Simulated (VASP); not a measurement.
Consider the following.

```
YN
1.0
    0.00000     2.42808     2.42808
    2.42808     0.00000     2.42808
    2.42808     2.42808     0.00000
Y N
1 1
Direct
  0.00000   0.00000   0.00000
  0.50000   0.50000   0.50000
```

Calculation: PBEsol GGA, VASP's PBE PAW potentials (set 64) (plane waves; VASP). Settings: 520 eV cut-off, 9×9×9 Γ-centred mesh, Gaussian smearing of 0.050 eV, potentials Y_sv N.

Question: Give the energy at these volumes per atom, relative to the lowest: 13.45, 13.88, 14.31, 14.74, 15.17 Å³.

Answer: 30.9, 7.4, 0.0, 6.4, 24.5 meV/atom. A third-order Birch-Murnaghan fit gives B0 = 171 GPa and B0′ = 4.1.

Measured: a 4.877 Å (computed value off by -0.4 %), as given by G. Soto et al., Computational Materials Science (2007), arXiv:cond-mat/0703568. The calculation is for a static lattice, while the measured a holds thermal and zero-point effects, which are part of the difference.

The compound is YN in the rock salt structure. It was relaxed first.
